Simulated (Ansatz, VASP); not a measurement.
# Cross-check of NiGe between VASP and Ansatz, part 2 of 2

Wanted: the spread between two codes on one cell, functional and k mesh. The structure shown is the end of the Ansatz relaxation below.

VASP 6.6.1 and Ansatz 0.2.0.

So far. Step 3 (VASP: single point, PBEsol, pair 1): The run ends at a pressure of 0.57 GPa, with forces up to 0.0068 eV/Å.

## (5) Ansatz: relaxation, PBEsol

Level of this step: Ansatz beside VASP: Kohn-Sham DFT, plane waves, PBEsol (Ansatz).

This run makes the geometry at which the two programs are then compared. The cell compared in this pair holds 105.25 Å³, against 104.48 Å³ for the pair before.

The structure compared here is the end of the Ansatz relaxation.

The input, input.yaml:

```yaml
crystal:
  lattice:
    - [5.289409335, 0.0, 0.0]
    - [0.0, 3.4402069275, 0.0]
    - [0.0, 0.0, 5.79094408]
  atoms:
    - { symbol: Ge, position: [0.3113836, 0.75, 0.088944] }
    - { symbol: Ge, position: [0.1886164, 0.25, 0.588944] }
    - { symbol: Ge, position: [0.8113836, 0.75, 0.411056] }
    - { symbol: Ge, position: [0.6886164, 0.25, 0.911056] }
    - { symbol: Ni, position: [0.0071332, 0.25, 0.18917] }
    - { symbol: Ni, position: [0.4928668, 0.75, 0.68917] }
    - { symbol: Ni, position: [0.5071332, 0.25, 0.31083] }
    - { symbol: Ni, position: [0.9928668, 0.75, 0.81083] }
kpoints:
  mp_grid: { grid: [8, 13, 8] }
scf:
  occupations: { method: fermi_dirac, width: 0.05 }
hamiltonian:
  xc: pbesol
  pseudopotentials: { kind: paw, azcp: { folder: soft_1 }, xc_functional: pbe }
basis:
  ecutwfc: 600
output:
  forces: true
  stress: true
relax:
  f_tol: 0.005
  max_steps: 70
  cell: { stress_tol: 0.02, p_target: 0, fix: [c, alpha, beta, gamma] }
```

Run with:

```bash
$ ansatz run input.yaml --threads 4 --pin off --max-ram 10240MiB --backend cpu --events-out ev --progress --plain --runs-dir out
```

Numbers of over 12 decimals in the logs are rounded to 6 here.

What it wrote:

```text
[...]
Crystal: 8 atoms, lattice volume = 105.376 Å³
Basis set: ecut = 600 eV, 3535 PW (Γ), exchange–correlation on 90×60×96 points (8 copies of the dense FFT grid, shifted against one another)
Bands: 77, of which v1, the nominal top of the filled ones, is band 64 counted from 1 (63 counted from 0)
Symmetry: 8 space group operations
[...]
k-points: 175 of 832
[...]
atoms:
    - { symbol: Ge, position: [0.310694, 0.750000, 0.087261] }
    - { symbol: Ge, position: [0.189306, 0.25, 0.587261] }
    - { symbol: Ge, position: [0.810694, 0.750000, 0.412739] }
    - { symbol: Ge, position: [0.689306, 0.25, 0.912739] }
    - { symbol: Ni, position: [0.00643363, 0.25, 0.190176] }
    - { symbol: Ni, position: [0.493566, 0.750000, 0.690176] }
    - { symbol: Ni, position: [0.506434, 0.25, 0.309824] }
    - { symbol: Ni, position: [0.993566, 0.750000, 0.809824] }
[key lines of the parts left out:]
SCF converged after 8 iterations
Free energy (F): -40236.929153 eV
Fermi energy:    15.627429 eV
P = ⅓ Tr σ = -0.3992 GPa (-3.992 kbar)
```

## (6) VASP: single point, PBEsol, pair 2

The same cell, functional, mesh and smearing now go to VASP, with its own data sets.

The input, INCAR:

```
SYSTEM = NiGe
PREC = Accurate
ENCUT = 600
EDIFF = 1E-06
NELM = 120
ISMEAR = -1
SIGMA = 0.05
LREAL = .FALSE.
ALGO = Normal
GGA = PS
NBANDS = 59
LASPH = .TRUE.
LORBIT = 11
LWAVE = .FALSE.
LCHARG = .FALSE.
ISIF = 2
GGA_COMPAT = .FALSE.
KPAR = 2
```

The input, POSCAR:

```
NiGe
1.0
    5.2958240100      0.0000000000      0.0000000000
    0.0000000000      3.4318571391      0.0000000000
    0.0000000000      0.0000000000      5.7909440800
Ge Ni
4 4
Direct
    0.3106941949      0.7500000000      0.0872613270
    0.1893058051      0.2500000000      0.5872613270
    0.8106941949      0.7500000000      0.4127386730
    0.6893058051      0.2500000000      0.9127386730
    0.0064336322      0.2500000000      0.1901760971
    0.4935663678      0.7500000000      0.6901760971
    0.5064336322      0.2500000000      0.3098239029
    0.9935663678      0.7500000000      0.8098239029
```

The input, KPOINTS:

```
Automatic mesh
0
Gamma
8 13 8
0 0 0
```

Potentials, in the order of the species: Ge_d and Ni (PBE family, release 64).

Run with:

```bash
$ mpirun -np 2 vasp_std
```

What it wrote:

```text
[banner, memory and clock lines left out]
running    2 mpi-ranks, on    1 nodes
[...]
[... a notice as in an earlier step ...]

 LDA part: xc-table for (Slater+PW92), standard interpolation
 POSCAR, INCAR and KPOINTS ok, starting setup
[...]
entering main loop
       N       E                     dE             d eps       ncg     rms          rms(c)
DAV:   1     0.108324063808E+04    0.10832E+04   -0.43744E+04 24356   0.472E+03
DAV:   2     0.184903138252E+03   -0.89834E+03   -0.85395E+03 20650   0.106E+03
DAV:   3    -0.342995515009E+02   -0.21920E+03   -0.20884E+03 20675   0.293E+02
DAV:   4    -0.526263012040E+02   -0.18327E+02   -0.17947E+02 23027   0.955E+01
[...]
DAV:  13    -0.472892423460E+02    0.17683E-04   -0.54674E-05 26813   0.855E-02    0.639E-03
DAV:  14    -0.472892425157E+02   -0.16974E-06   -0.13049E-05 19470   0.218E-02    0.406E-03
DAV:  15    -0.472892424294E+02    0.86269E-07   -0.40244E-07 11585   0.503E-03
   1 F= -.47289242E+02 E0= -.47279504E+02  d E =-.194773E-01
```

From OUTCAR (step 6):

```text
  Total        0.1597170      0.0445180     -0.6710445     -0.0000000      0.0000000      0.0000000
  in kB        2.4313613      0.6776951    -10.2152692     -0.0000000      0.0000000      0.0000000
  external PRESSURE =      -2.3687376 kB  Pullay stress =       0.0000000 kB

 POSITION                                       TOTAL-FORCE (eV/Angst)
 -----------------------------------------------------------------------------------
      1.64538      2.57389      0.50533        -0.001392     -0.000000      0.001879
      1.00253      0.85796      3.40080         0.001392     -0.000000      0.001879
      4.29329      2.57389      2.39015        -0.001392     -0.000000     -0.001879
      3.65044      0.85796      5.28562         0.001392     -0.000000     -0.001879
      0.03407      0.85796      1.10130         0.006093     -0.000000     -0.000637
      2.61384      2.57389      3.99677        -0.006093     -0.000000     -0.000637
      2.68198      0.85796      1.79417         0.006093      0.000000      0.000637
      5.26175      2.57389      4.68964        -0.006093     -0.000000      0.000637
 -----------------------------------------------------------------------------------
    total drift:                                0.000000     -0.000000      0.000000

  FREE ENERGIE OF THE ION-ELECTRON SYSTEM (eV)
  ---------------------------------------------------
  free  energy   TOTEN  =       -47.2892424294 eV

  energy  without entropy=      -47.2697651607  energy(sigma->0) =      -47.27950380

[... 1 part as in an earlier step ...]

[... 2 further parts left out ...]
[key lines of the parts left out:]
E-fermi :   9.0370
```

The run ends at a pressure of -0.24 GPa, with forces up to 0.0061 eV/Å.

## (7) Side by side

What differs besides the data sets and the points named for the pairs above, as far as they apply: the data sets hold 128 valence electrons in Ansatz (on its PAW soft_1 files) and 96 in VASP. Total energies have different zeros and are not compared.

Both answers:

```csv
quantity,Ansatz,VASP,difference
pressure (GPa),-0.40,-0.24,-0.16
```

At this near-relaxed geometry the largest component of a force difference is 6 meV/Å.

## (8) Outcome

| Quantity | Value |
| --- | --- |
| difference in pressure (single point, PBEsol, pair 1) | -0.16 GPa |
| difference in pressure (single point, PBEsol, pair 2) | -0.16 GPa |

**Reading.** The difference in pressure is -0.16 GPa (single point, PBEsol, pair 2), within the 1 GPa picked in this series as the mark of a large difference. The data sets hold unlike numbers of valence electrons (128 in Ansatz and 96 in VASP), so part of the differences comes from the potentials. How closely two codes agree says nothing of how well the functional describes the real material.

[Lines on the potential files, build, host, timing and source positions are cut from VASP's logs without a mark.]

[Logs are printed without paths, hosts, clocks, repeated set-up lines and the standing remarks that a program may print on its own settings, such as how far it seeks lower states.]

[Hosts, paths, dates, database ids (printed as entryN), source tags and the programs' standing remarks are cut or masked in the printed files.]
